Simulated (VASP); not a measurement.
These are r2SCAN meta-GGA, VASP's PBE PAW potentials (set 64) (plane waves; VASP) values and carry that method's errors.

A VASP calculation is set up with these files.

INCAR:
```
SYSTEM = TiSi
PREC = Accurate
ENCUT = 400
EDIFF = 1E-6
NELM = 100
ALGO = Normal
LREAL = .FALSE.
LASPH = .TRUE.
ISMEAR = 1
SIGMA = 0.1
METAGGA = R2SCAN
LMIXTAU = .TRUE.
LMAXMIX = 4
LWAVE = .FALSE.
LCHARG = .FALSE.
IBRION = 2
ISIF = 3
NSW = 60
EDIFFG = -0.01
```

### KPOINTS
```
Automatic mesh
0
Gamma
11 11 11
0 0 0
```

POSCAR:
```
TiSi
1
    3.1014481123    -0.0000000000     0.0000000000
   -0.0000000000     3.1014481123     0.0000000000
   -0.0000000000    -0.0000000000     3.1014481123
Ti Si
1 1
Direct
  0.0000000000   0.0000000000   0.0000000000
  0.5000000000   0.5000000000   0.5000000000
```

POTCAR, in this order: Ti_sv Si (PBE.64 set). Program: vasp_std.

Task: Predict the energy per atom (σ→0), band gap (on the k-mesh).

Result: 
energy per atom (σ→0): -11.077 eV/atom
band gap (on the k-mesh): none (metal, semimetal or under 0.01 eV)

OSZICAR:
```
...
DAV:  11    -0.221534930914E+02   -0.61889E-02   -0.54953E-03  1524   0.771E-01    0.179E-01
DAV:  12    -0.221538134934E+02   -0.32040E-03   -0.20149E-03  1648   0.615E-01    0.839E-02
DAV:  13    -0.221536862357E+02    0.12726E-03   -0.37481E-04  1784   0.272E-01    0.656E-02
DAV:  14    -0.221538361401E+02   -0.14990E-03   -0.21202E-04  1544   0.158E-01    0.237E-02
DAV:  15    -0.221538562223E+02   -0.20082E-04   -0.11314E-04  1560   0.141E-01    0.103E-02
DAV:  16    -0.221538597524E+02   -0.35301E-05   -0.70644E-06  1668   0.306E-02    0.370E-03
DAV:  17    -0.221538601106E+02   -0.35827E-06   -0.12213E-06   900   0.130E-02
   1 F= -.22153860E+02 E0= -.22153783E+02  d E =-.221539E+02
```

The structure was generated: TiSi was put into the CsCl type type (Pm-3m), which need not be its known phase. It was relaxed first, which changed the volume by -32 %. The start is the result of an earlier pass.
